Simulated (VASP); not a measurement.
## How k-mesh and PAW data sets change a VASP run on PtSe2 (Sudovikovite)

How sensitive are energy, pressure and forces of PtSe2 (Sudovikovite) to the k-mesh and PAW data sets? The series runs use PBEsol. The k-mesh tried: 2 2 2; 3 3 2; 4 4 3; 5 5 3; 6 6 4; 8 8 5; 10 10 7; 13 13 8. The PAW data sets tried: minimal 64: Pt Se; recommended 54: Pt Se; semicore 64: Pt_pv Se; gw 64: Pt_sv_GW Se_GW. The start is a cell from a database of measured crystal structures.

Method: PBEsol; plane waves and PAW (Pt, Se), in the first sound run; inputs show where later runs differ, in VASP 6.6.1.

Most raw output is cut from this account.

The database entry behind the starting cell has ideal inner coordinates that were not refined, so it need not match the best structure at ambient conditions.

## (1) The starting structure

The structure is trigonal, space group P-3m1 (No. 164). The conventional cell has a = 3.724 Å, b = 3.724 Å, c = 5.062 Å, α = 90.00°, β = 90.00°, γ = 120.00°. Nearest to Pt lie 6 Se at 2.49 Å. Nearest to Se lie 3 Pt at 2.49 Å. Farther neighbours and most contacts between anions are not listed.

## (2) K-mesh: 2 2 2

The sum over the zone converges with the mesh, fast for insulators and slowly for metals. PBEsol restores the gradient expansion of exchange and is tuned for the cells of solids.

File INCAR:

```
SYSTEM = PtSe2
PREC = Accurate
ENCUT = 400
EDIFF = 1E-06
NELM = 100
ISMEAR = -1
SIGMA = 0.05
LREAL = .FALSE.
ALGO = Normal
GGA = PS
NBANDS = 17
LASPH = .TRUE.
LORBIT = 11
LWAVE = .FALSE.
LCHARG = .FALSE.
NCORE = 4
ISIF = 2
```

File POSCAR:

```
PtSe2
1.0
    3.7240000000      0.0000000000      0.0000000000
   -1.8620000000      3.2250786037      0.0000000000
    0.0000000000      0.0000000000      5.0620000000
Pt Se
1 2
Direct
    0.0000000000      0.0000000000      0.0000000000
    0.3333333333      0.6666666667      0.2500000000
    0.6666666667      0.3333333333      0.7500000000
```

File KPOINTS:

```
Automatic mesh
0
Gamma
2 2 2
0 0 0
```

PAW data sets: Pt and Se (PBE family, release 64).

On the command line:

```bash
$ mpirun -np 4 vasp_std
```

Wall time 1.8 s (4 MPI ranks of Intel Xeon 6975P-C (Granite Rapids), shared host); peak memory 0.4 GiB; 4.6 s of CPU time.

The gap is read on the k-mesh alone, so it is an upper bound where the band edges lie off the mesh. Spin-orbit coupling is off here; with elements this heavy it splits and shifts levels by tenths of an eV or more. The PAW data sets were made with PBE, which is usual practice but a small mismatch for other functionals.

Numbers from this step:

```
SCF cycles                     : 14
electrons                      : 22
bands                          : 17
irreducible k-points           : 4
symmetry operations            : 12
free energy (TOTEN)            : -16.12 eV
energy at zero smearing        : -16.11 eV
Fermi energy                   : 6.916 eV
pressure                       : 0.8870 GPa
metallic                       : no
valence top at k               : 0, 0, 0
conduction bottom at k         : 0.5, 0, 0
least direct gap at k          : 0, 0, 0
gap on the k-mesh              : 0.1183 eV
least direct gap on the k-mesh : 0.9428 eV
```

The series starts at -5.3705 eV an atom and 0.89 GPa, after 14 cycles in 1.8 s.

## (3) K-mesh: 3 3 2

Edit INCAR of step 2 so:

```diff
@@ -15,3 +15,4 @@
 LCHARG = .FALSE.
-NCORE = 4
+KPAR = 2
+NCORE = 2
 ISIF = 2
```

POSCAR is that of step 2.

File KPOINTS:

```
Automatic mesh
0
Gamma
3 3 2
0 0 0
```

On the command line:

```bash
$ mpirun -np 4 vasp_std
```

The job ended after 2 s (4 MPI ranks; peak memory 0.49 GiB; 5.2 s of CPU time).

Against the run before the energy moves by +46.36 meV an atom and the pressure by +1.07 GPa, after 13 cycles in 2 s.

## (4) K-mesh: 4 4 3

Edit INCAR of step 3 so:

```diff
@@ -15,4 +15,3 @@
 LCHARG = .FALSE.
-KPAR = 2
-NCORE = 2
+KPAR = 4
 ISIF = 2
```

POSCAR is that of step 3.

File KPOINTS:

```
Automatic mesh
0
Gamma
4 4 3
0 0 0
```

On the command line:

```bash
$ mpirun -np 4 vasp_std
```

Elapsed: 2.4 s, on 4 MPI ranks; peak memory 0.55 GiB.

Against the run before the energy moves by +8.77 meV an atom and the pressure by -0.12 GPa, after 12 cycles in 2.4 s.

## (5) K-mesh: 5 5 3

INCAR is that of step 4.

POSCAR is that of step 4.

File KPOINTS:

```
Automatic mesh
0
Gamma
5 5 3
0 0 0
```

On the command line:

```bash
$ mpirun -np 4 vasp_std
```

Run time: 2.4 s. Hardware: 4 MPI ranks; peak memory 0.56 GiB; 7 s of CPU time.

Against the run before the energy moves by +12.52 meV an atom and the pressure by +0.25 GPa, after 12 cycles in 2.4 s.

## (6) K-mesh: 6 6 4

INCAR is that of step 5.

POSCAR is that of step 5.

File KPOINTS:

```
Automatic mesh
0
Gamma
6 6 4
0 0 0
```

On the command line:

```bash
$ mpirun -np 4 vasp_std
```

The job ended after 3 s (4 MPI ranks; peak memory 0.59 GiB; 9 s of CPU time).

Against the run before the energy moves by +7.97 meV an atom and the pressure by +0.11 GPa, after 12 cycles in 3 s.

## (7) K-mesh: 8 8 5

INCAR is that of step 6.

POSCAR is that of step 6.

File KPOINTS:

```
Automatic mesh
0
Gamma
8 8 5
0 0 0
```

On the command line:

```bash
$ mpirun -np 4 vasp_std
```

It took 3.8 s on 4 MPI ranks; peak memory 0.64 GiB.

Against the run before the energy moves by +0.18 meV an atom and the pressure by -0.01 GPa, after 12 cycles in 3.8 s.

## (8) K-mesh: 10 10 7

INCAR is that of step 7.

POSCAR is that of step 7.

File KPOINTS:

```
Automatic mesh
0
Gamma
10 10 7
0 0 0
```

On the command line:

```bash
$ mpirun -np 4 vasp_std
```

The job ended after 5.4 s (4 MPI ranks; peak memory 0.73 GiB; 18 s of CPU time).

Against the run before the energy moves by -0.83 meV an atom while the pressure stays within 0.01 GPa, after 12 cycles in 5.4 s.

## (9) K-mesh: 13 13 8

INCAR is that of step 8.

POSCAR is that of step 8.

File KPOINTS:

```
Automatic mesh
0
Gamma
13 13 8
0 0 0
```

On the command line:

```bash
$ mpirun -np 4 vasp_std
```

Run time: 8.6 s. Hardware: 4 MPI ranks; peak memory 0.89 GiB.

Against the run before the energy moves by +0.68 meV an atom and the pressure by -0.01 GPa, after 12 cycles in 8.6 s.

## (10) The k-mesh series as a table

This step: convergence of PBEsol results with the mesh; plane waves and PAW (VASP 6.6.1).

No new run; the numbers come from the runs before.

Differences are taken from the run with 13 13 8. Results of the series, by row:

```tsv
setting	status	energy less the reference (meV/atom)	pressure (GPa)	largest force difference (meV/Å)	gap (eV)	SCF cycles	wall time (s)
2 2 2	converged	-75.65	0.887	1498	0.1183	14	1.8
3 3 2	converged	-29.29	1.962	104.2	0	13	2
4 4 3	converged	-20.52	1.843	72.68	0	12	2.4
5 5 3	converged	-8	2.095	57.55	0	12	2.4
6 6 4	converged	-0.03211	2.208	23.99	0	12	3
8 8 5	converged	0.1498	2.199	32.9	0	12	3.8
10 10 7	converged	-0.679	2.2	3.748	0	12	5.4
13 13 8	converged	0	2.195	0	0	12	8.6
```

## (11) PAW data sets: minimal 64: Pt Se

This step: PBEsol; plane waves and PAW (Pt, Se) (VASP 6.6.1).

Data sets differ in which electrons are valence and how hard the partial waves are.

INCAR is that of step 9.

POSCAR is that of step 9.

File KPOINTS:

```
Automatic mesh
0
Gamma
6 6 4
0 0 0
```

On the command line:

```bash
$ mpirun -np 4 vasp_std
```

Elapsed: 3 s, on 4 MPI ranks; peak memory 0.59 GiB.

The k-mesh is coarse for a metal.

Numbers from this step:

```yaml
irreducible_k_points: 24
fermi_energy: 6.386 eV
pressure: 2.208 GPa
```

The series starts at -5.2949 eV an atom and 2.21 GPa, after 12 cycles in 3 s.

## (12) PAW data sets: recommended 54: Pt Se

INCAR is that of step 11.

POSCAR is that of step 11.

KPOINTS is that of step 11.

PAW data sets: Pt and Se (PBE family, release 54).

On the command line:

```bash
$ mpirun -np 4 vasp_std
```

Run time: 3 s. Hardware: 4 MPI ranks; peak memory 0.59 GiB.

With 22 valence electrons the pressure is 2.21 GPa, +0.00 GPa from the first of the series, after 12 cycles in 3 s.

## (13) PAW data sets: semicore 64: Pt pv Se

This step: PBEsol; plane waves and PAW (Pt_pv, Se) (VASP 6.6.1).

Edit INCAR of step 12 so:

```diff
@@ -10,3 +10,3 @@
 GGA = PS
-NBANDS = 17
+NBANDS = 20
 LASPH = .TRUE.
```

POSCAR is that of step 12.

KPOINTS is that of step 12.

PAW data sets: Pt_pv and Se (PBE family, release 64).

On the command line:

```bash
$ mpirun -np 4 vasp_std
```

Elapsed: 3.2 s, on 4 MPI ranks; peak memory 0.6 GiB.

With 28 valence electrons the pressure is 1.72 GPa, -0.49 GPa from the first of the series, after 13 cycles in 3.2 s.

## (14) PAW data sets: GW 64: Pt sv GW Se GW

This step: PBEsol; plane waves and PAW (Pt_sv_GW, Se_GW) (VASP 6.6.1).

Edit INCAR of step 13 so:

```diff
@@ -2,3 +2,3 @@
 PREC = Accurate
-ENCUT = 400
+ENCUT = 430
 EDIFF = 1E-06
@@ -10,3 +10,3 @@
 GGA = PS
-NBANDS = 20
+NBANDS = 21
 LASPH = .TRUE.
```

POSCAR is that of step 13.

KPOINTS is that of step 13.

The projector-augmented-wave data sets are Pt_sv_GW and Se_GW (PBE family, release 64).

On the command line:

```bash
$ mpirun -np 4 vasp_std
```

Elapsed: 5.8 s, on 4 MPI ranks; peak memory 0.69 GiB.

With 30 valence electrons the pressure is 1.54 GPa, -0.67 GPa from the first of the series, after 14 cycles in 5.8 s.

## (15) The PAW data sets series as a table

This step: convergence of PBEsol results with the datasets; plane waves and PAW (VASP 6.6.1).

No new run; the numbers come from the runs before.

Differences are taken from the run with minimal 64: Pt Se. Results of the series, by row:

```tsv
setting	status	pressure (GPa)	largest force difference (meV/Å)	SCF cycles	wall time (s)
minimal 64: Pt Se, 400 eV	converged	2.208	0	12	3
recommended 54: Pt Se, 400 eV	converged	2.208	0	12	3
semicore 64: Pt_pv Se, 400 eV	converged	1.722	17.09	13	3.2
gw 64: Pt_sv_GW Se_GW, 430 eV	converged	1.536	16.52	14	5.8
```

## (16) Outcome

| Quantity | Value |
| --- | --- |
| k-mesh from which the energy stays within 10 meV/atom of the reference | 5 5 3 |
| k-mesh from which the energy stays within 1 meV/atom of the reference | 6 6 4 |
| k-mesh from which the pressure stays within 0.2 GPa of the reference | 5 5 3 |
| spread of the pressure over the k-mesh | 1.32 GPa |
| spread of the energy over the k-mesh | 75.8 meV/atom |
| spread of the pressure over the PAW data sets | 0.672 GPa |

**Reading.** From 6 6 4 on, the energy stays within 1 meV an atom of the reference, at 35 % of its time. The pressure holds within 0.2 GPa from 5 5 3 on. The energy swings above and below the reference, since the sum over k-points is not variational. A metal's Fermi surface slows this convergence. The choice of data set moves the pressure between 1.54 GPa (gw 64: Pt_sv_GW Se_GW) and 2.21 GPa (minimal 64: Pt Se); the cutoffs differ too (400 and 430 eV). Differences are taken from the run with 13 13 8, which is itself not the exact limit. Data sets differ in their zero of energy, so energies are not compared. The run at 2 2 2 is over 30 meV an atom or 2 GPa off and describes the material poorly.

[Lines on the potential files, build, host, timing and source positions are cut from VASP's logs without a mark.]

[Logs are printed without paths, hosts, clocks, repeated set-up lines and the standing remarks that a program may print on its own settings, such as how far it seeks lower states.]

[Hosts, paths, dates, database ids (printed as entryN), source tags and the programs' standing remarks are cut or masked in the printed files.]

[A measured line is paired with the nearest computed mode of its activity, which favours agreement.]
